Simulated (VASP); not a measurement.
Output of a VASP run:

**OSZICAR**
```
...
DAV:   2    -0.389776043933E+02    0.35891E-02   -0.38016E-02  1844   0.203E+00    0.326E-01
DAV:   3    -0.389742675281E+02    0.33369E-02   -0.49130E-03  2261   0.100E+00    0.713E-02
DAV:   4    -0.389742997090E+02   -0.32181E-04   -0.14181E-03  2014   0.291E-01    0.267E-02
DAV:   5    -0.389742930341E+02    0.66749E-05   -0.59771E-05  1997   0.854E-02    0.105E-02
DAV:   6    -0.389742932929E+02   -0.25881E-06   -0.91469E-06  2023   0.263E-02
   6 F= -.26810358E+02 E0= -.26810358E+02  d E =-.177301E-02
       N       E                     dE             d eps       ncg     rms          rms(c)
DAV:   1    -0.389777876995E+02   -0.34947E-02   -0.31320E-02  1510   0.137E+00    0.122E-01
DAV:   2    -0.389776350649E+02    0.15263E-03   -0.16726E-03  1852   0.432E-01    0.681E-02
DAV:   3    -0.389774899928E+02    0.14507E-03   -0.21748E-04  2300   0.211E-01    0.148E-02
DAV:   4    -0.389774908399E+02   -0.84709E-06   -0.60373E-05  2000   0.594E-02    0.556E-03
DAV:   5    -0.389774901356E+02    0.70438E-06   -0.20888E-06  1307   0.165E-02
   7 F= -.26810492E+02 E0= -.26810492E+02  d E =-.190670E-02
       N       E                     dE             d eps       ncg     rms          rms(c)
DAV:   1    -0.389960082659E+02   -0.18517E-01   -0.11652E-01  1700   0.344E+00    0.243E-01
DAV:   2    -0.389952996234E+02    0.70864E-03   -0.38588E-03  2154   0.700E-01    0.121E-01
DAV:   3    -0.389949728365E+02    0.32679E-03   -0.55072E-04  2119   0.442E-01    0.317E-02
DAV:   4    -0.389949539133E+02    0.18923E-04   -0.12715E-04  2322   0.131E-01    0.101E-02
DAV:   5    -0.389949524351E+02    0.14782E-05   -0.14790E-05  1753   0.364E-02    0.398E-03
DAV:   6    -0.389949517404E+02    0.69468E-06   -0.76432E-07   919   0.158E-02
   8 F= -.26810893E+02 E0= -.26810893E+02  d E =-.401487E-03
       N       E                     dE             d eps       ncg     rms          rms(c)
DAV:   1    -0.389954588613E+02   -0.50643E-03   -0.99497E-05  1692   0.987E-02    0.701E-03
DAV:   2    -0.389954582967E+02    0.56460E-06   -0.26354E-06  1337   0.223E-02
   9 F= -.26810893E+02 E0= -.26810893E+02  d E =-.401827E-03
       N       E                     dE             d eps       ncg     rms          rms(c)
DAV:   1    -0.389745494552E+02    0.20909E-01   -0.90285E-02  1887   0.373E+00    0.264E-01
DAV:   2    -0.389735165281E+02    0.10329E-02   -0.43828E-03  2258   0.795E-01    0.110E-01
DAV:   3    -0.389732175595E+02    0.29897E-03   -0.61623E-04  2216   0.548E-01    0.324E-02
DAV:   4    -0.389731918185E+02    0.25741E-04   -0.12913E-04  2290   0.225E-01    0.108E-02
DAV:   5    -0.389731930935E+02   -0.12750E-05   -0.38507E-05  1796   0.545E-02    0.382E-03
DAV:   6    -0.389731936296E+02   -0.53607E-06   -0.14370E-06   940   0.174E-02
  10 F= -.26810923E+02 E0= -.26810923E+02  d E =-.299573E-04
       N       E                     dE             d eps       ncg     rms          rms(c)
DAV:   1    -0.389838550363E+02   -0.10662E-01   -0.19276E-02  1894   0.173E+00    0.122E-01
DAV:   2    -0.389836342866E+02    0.22075E-03   -0.93663E-04  2258   0.367E-01    0.512E-02
DAV:   3    -0.389835692827E+02    0.65004E-04   -0.13301E-04  2231   0.252E-01    0.150E-02
DAV:   4    -0.389835618197E+02    0.74629E-05   -0.27881E-05  2282   0.104E-01    0.508E-03
DAV:   5    -0.389835613549E+02    0.46483E-06   -0.81780E-06  1642   0.251E-02
  11 F= -.26810997E+02 E0= -.26810997E+02  d E =-.104104E-03
```

**OUTCAR**
```
------------------------ aborting loop because EDIFF is reached ----------------------------------------
  FORCE on cell =-STRESS in cart. coord.  units (eV):
  Direction    XX          YY          ZZ          XY          YZ          ZX
  --------------------------------------------------------------------------------------
  Total       12.1447610     12.1447610     12.1726725     -0.0000000      0.0000000      0.0000000
  in kB      299.3147813    299.3147813    300.0026779     -0.0000000      0.0000000      0.0000000
  external PRESSURE =      -0.4559198 kB  Pullay stress =     300.0000000 kB
  volume of cell :       65.01
      direct lattice vectors                 reciprocal lattice vectors
     4.545760060  0.000000000  0.000000000     0.219985214 -0.000000000  0.000000000
     0.000000000  4.545760060  0.000000000    -0.000000000  0.219985214  0.000000000
     0.000000000  0.000000000  3.145997495     0.000000000  0.000000000  0.317864207
 POSITION                                       TOTAL-FORCE (eV/Angst)
 -----------------------------------------------------------------------------------
      0.00000      0.00000      0.00000        -0.000000      0.000000     -0.000000
      2.27288      2.27288      1.57300        -0.000000      0.000000     -0.000000
      1.38800      1.38800      0.00000        -0.003764     -0.003764      0.000000
      3.66088      0.88488      1.57300        -0.003764      0.003764     -0.000000
      0.88488      3.66088      1.57300         0.003764     -0.003764     -0.000000
      3.15776      3.15776      0.00000         0.003764      0.003764     -0.000000
 -----------------------------------------------------------------------------------
    total drift:                               -0.000000     -0.000000     -0.000000
  FREE ENERGIE OF THE ION-ELECTRON SYSTEM (eV)
  ---------------------------------------------------
  free  energy   TOTEN  =       -38.9835613549 eV

  energy  without entropy=      -38.9835613549  energy(sigma->0) =      -38.98356135
  enthalpy is  TOTEN    =       -26.8109974907 eV   P V=       12.1725638642

 reached required accuracy - stopping structural energy minimisation
```
(Selected blocks of OUTCAR.)

### POSCAR
```
SnO2
1
    4.6080941306     0.0000000000     0.0000000000
    0.0000000000     4.6080941306     0.0000000000
    0.0000000000     0.0000000000     3.1637816442
Sn O
2 4
Direct
  0.0000000000   0.0000000000   0.0000000000
  0.5000000000   0.5000000000   0.5000000000
  0.3052378524   0.3052378524   0.0000000000
  0.8052378524   0.1947621476   0.5000000000
  0.1947621476   0.8052378524   0.5000000000
  0.6947621476   0.6947621476   0.0000000000
```

Write an INCAR and KPOINTS that could have produced this output.

One answer among several that fit: the input of the run itself, PBEsol GGA, plane waves, VASP's PBE PAW potentials (set 64).

**INCAR**
```
SYSTEM  =  SnO2
PREC  =  Accurate; ENCUT  =  620; LREAL  =  .FALSE.
LASPH  =  .TRUE.
EDIFF  =  1E-6; NELM  =  100; ALGO  =  Normal
LMAXMIX  =  4
ISMEAR  =  0; SIGMA  =  0.05
GGA  =  PS
IBRION  =  2; NSW  =  40; ISIF  =  3
EDIFFG  =  -0.02; PSTRESS  =  300
LWAVE  =  .FALSE.; LCHARG  =  .FALSE.
```

File KPOINTS:
```
kpoints
0
gamma
 5 5 7
0 0 0
```

POTCAR, in this order: Sn_d O (PBE.64 set). Program: vasp_std.

Energy and stress use the plane-wave basis of the starting cell.

The compound is SnO2 in the rutile structure. This run relaxes it under an external pressure of 30 GPa. Symmetry was kept, so distortions that lower it aren't found.
